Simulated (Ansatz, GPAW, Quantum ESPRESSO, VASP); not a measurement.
**BaMg₂As₂ (P1, 5 atoms in the cell) computed with different codes at matched settings**

Self-consistent single point, at a second geometry (lattice scaled by 0.98). First geometry:

```yaml
crystal:
  lattice:
    - [4.49298, 0.00000, 0.00000]
    - [-2.24649, 3.89104, 0.00000]
    - [0.00000, 0.00000, 7.77006]
  atoms:
    - { symbol: Ba, position: [0.99612, 0.98988, 0.99523] }
    - { symbol: Mg, position: [0.67713, 0.34178, 0.37618] }
    - { symbol: Mg, position: [0.33423, 0.66617, 0.62602] }
    - { symbol: As, position: [0.65317, 0.32389, 0.72416] }
    - { symbol: As, position: [0.33935, 0.67828, 0.27841] }
```

Shared settings, as Ansatz (a first-principles code) writes them: kpoints.mp_grid.grid = 4 4 2; scf.occupations.method = fermi_dirac; scf.occupations.width = 0.0037 Ry. Potentials and cutoffs stand in the table.

| code | model | ΔF from the first geometry (meV/atom) | pressure (GPa) | largest force (eV/Å) | gap on the mesh (eV) | cutoff |
|---|---|---|---|---|---|---|
| GPAW | PBEsol, GPAW PAW datasets PBEsol (made by gpaw-setup) | 7.2 | 2.38 | 0.480 | 0.844 | 800 eV |
| Quantum ESPRESSO | PBEsol, GBRV 1.5 ultrasoft (PBESOL) pseudopotentials | 6.4 | 2.27 | 0.494 | 0.876 | 40 Ry |
| VASP | PBEsol, VASP's PBE PAW potentials (set 64) | 8.0 | 2.48 | 0.459 | 0.831 | 300 eV |
| Ansatz | PBEsol, PAW files made with PBE | 4.2 | 2.04 | 0.507 | 0.896 | default |

Size of the force on each atom (eV/Å): Sizes of forces hide their directions.

```csv
code,Ba1,Mg2,Mg3,As4,As5
GPAW,0.262,0.155,0.215,0.480,0.478
Quantum ESPRESSO,0.263,0.155,0.214,0.494,0.494
VASP,0.267,0.153,0.217,0.459,0.456
Ansatz,0.257,0.155,0.212,0.507,0.506
```

Gaps are read on the mesh.

The spread over the programs that give each value: ΔF from the first geometry within 3.8 meV/atom; pressure within 0.44 GPa; largest force within 0.048 eV/Å; gap on the mesh within 0.065 eV.

Ansatz's pressure is given at a fixed set of plane waves, as the other plane-wave codes print theirs.

VASP's run is marked for a possible Pulay error in its stress at this cutoff; no cutoff test was made.

The starting cell comes from a database of computed structures (which also holds hypothetical and non-ambient phases and stackings), without a prior relaxation at this level. Its atoms were displaced at random from the sites of space group no. 164. For this run, on top of that: lattice scaled by 0.98.

Left out of this page: CP2K (unsound by tests on forces, stress, charge or solver warnings); Elk and SIESTA (not drawn, or without a comparable value).

Keys are those of Ansatz 0.2.
